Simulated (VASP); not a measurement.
# ZrC (rock salt): computed properties

Level of theory: r2SCAN meta-GGA, VASP's PBE PAW potentials (set 64) (plane waves; VASP).

- space group: Fm-3m (225)
- cell: a = b = c = 4.7134 Å, α = β = γ = 90.00°
- volume per atom: 13.09 Å^3/atom
- band gap (over mesh and band path): none (metal, semimetal or under 0.01 eV)
- band gap with spin-orbit coupling: none (metallic)
- density: 6.55 g/cm³

```
CELL_PARAMETERS angstrom
      0.00000     2.35668     2.35668
      2.35668     0.00000     2.35668
      2.35668     2.35668     0.00000
ATOMIC_POSITIONS crystal
  Zr 0.00000 0.00000 0.00000
  C  0.50000 0.50000 0.50000
```

Measured: a 4.696 Å (computed value off by +0.4 %), as given by Guo-Xu Zhang et al., New Journal of Physics (2018), doi:10.1088/1367-2630/aac7f0. The calculation is for a static lattice, while the measured a holds thermal and zero-point effects, which are part of the difference.

The compound is ZrC in the rock salt structure. It was relaxed first. Symmetry was kept, so distortions that lower it aren't found.
